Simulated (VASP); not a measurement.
Input of a VASP 6.6.1 run:

Contents of INCAR:

```
SYSTEM = Ge
  PREC = Accurate
  ENCUT = 350
  EDIFF = 1E-7
  ISMEAR = 0
  SIGMA = 0.02
  LREAL = .FALSE.
  LASPH = .TRUE.
  NELM = 60
  ALGO = Normal
  ISIF = 2
  LWAVE = .FALSE.
  LCHARG = .FALSE.
  GGA = CA
```

File KPOINTS:

```
Automatic mesh
0
G
  6 6 6
  0 0 0
```

POSCAR

```
Ge                                      
1.0
    0.0000000000      2.7237855854      2.7237855854
    2.7237855854      0.0000000000      2.7237855854
    2.7237855854      2.7237855854      0.0000000000
  Ge            
     2
Direct
     0.0000000000000000    0.0000000000000000    0.0000000000000000
     0.2500000000000000    0.2500000000000000    0.2500000000000000
```

Potentials or basis: VASP PAW LDA potentials, release 64 (Ge_d).

Run with:

```bash
$ cat potpaw_LDA.64/Ge_d/POTCAR > POTCAR
$ mpirun -np 1 vasp_std > vasp.out
```

Problem. Predict the band gap on the k mesh.

Solution. 0.43 eV, indirect (least direct gap 0.93 eV).

 A k mesh can miss the band edges.
